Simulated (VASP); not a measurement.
Here is the system:

```
CELL_PARAMETERS angstrom
      4.12000     0.00000     0.00000
      0.00000     4.12000     0.00000
      0.00000     0.00000     4.12000
ATOMIC_POSITIONS crystal
  Cs 0.00000 0.00000 0.00000
  Cl 0.50000 0.50000 0.50000
```

Computed with vdW-DF2, VASP's PBE PAW potentials (set 64) (plane waves; VASP). Run with 520 eV cut-off, 6×6×6 Γ-centred mesh, Gaussian smearing of 0.050 eV, potentials Cs_sv Cl.

Energy and stress use the plane-wave basis of the starting cell.

Task: The ions, cell shape and volume are relaxed. Give the cell that the relaxation ends in.

Result: 
```
CELL_PARAMETERS angstrom
      4.20999     0.00000     0.00000
      0.00000     4.20999     0.00000
      0.00000     0.00000     4.20999
ATOMIC_POSITIONS crystal
  Cs 0.00000 0.00000 0.00000
  Cl 0.50000 0.50000 0.50000
```
Space group Pm-3m (221), at a tolerance of 0.03 Å.

Task: How do energy and volume change from the first to the last step?

Result: The energy (σ→0) changes by -9.9 meV/atom and the volume by +6.7 %, in 3 ionic steps.

The compound is CsCl in the CsCl type structure. This run relaxes it. Symmetry was kept, so distortions that lower it aren't found.
